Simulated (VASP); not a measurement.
Data:

```
HfC
1.0
    0.00000     2.30292     2.30292
    2.30292     0.00000     2.30292
    2.30292     2.30292     0.00000
Hf C
1 1
Direct
  0.00000   0.00000   0.00000
  0.50000   0.50000   0.50000
```

The numbers are results of PBEsol GGA, VASP's PBE PAW potentials (set 64) (plane waves; VASP), not measurements. Settings: PREC = Normal, EDIFF = 1E-5, 450 eV cut-off, 15×15×15 Γ-centred mesh, first-order Methfessel-Paxton smearing of 0.10 eV, potentials Hf_pv C.

Unless said otherwise, spin-orbit coupling is left out, though it shifts the bands of the heavy elements here.

Task: Predict the energy per atom (σ→0), band gap (on the k-mesh) with the smallest direct gap where there is one.

Result: 
The band gap (on the k-mesh) comes out as none (metal, semimetal or under 0.01 eV) and the energy per atom (σ→0) is -11.098 eV/atom.

Total energies compare only between runs with the same potentials, cut-off and functional.

The compound is HfC in the rock salt structure. It was relaxed first.
